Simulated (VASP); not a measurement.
Consider the following.

```
CELL_PARAMETERS angstrom
      1.66595    -2.88550     0.00000
      1.66595     2.88550     0.00000
      0.00000     0.00000     5.18747
ATOMIC_POSITIONS crystal
  Sc 0.33333 0.66667 0.25000
  Sc 0.66667 0.33333 0.75000
```

Computed with r2SCAN meta-GGA, VASP's PBE PAW potentials (set 64) (plane waves; VASP 6.6.1). Numerical set-up: 480 eV cut-off, 12×12×8 Γ-centred mesh, first-order Methfessel-Paxton smearing of 0.10 eV, potentials Sc_sv.

Problem. Estimate the energy per atom (σ→0), band gap (on the k-mesh) with the smallest direct gap where there is one.

Solution. 
```yaml
band gap (on the k-mesh): none (metal, semimetal or under 0.01 eV)
energy per atom (σ→0): -11.356 eV/atom
```

The compound is Sc in the hcp structure. It was relaxed first.
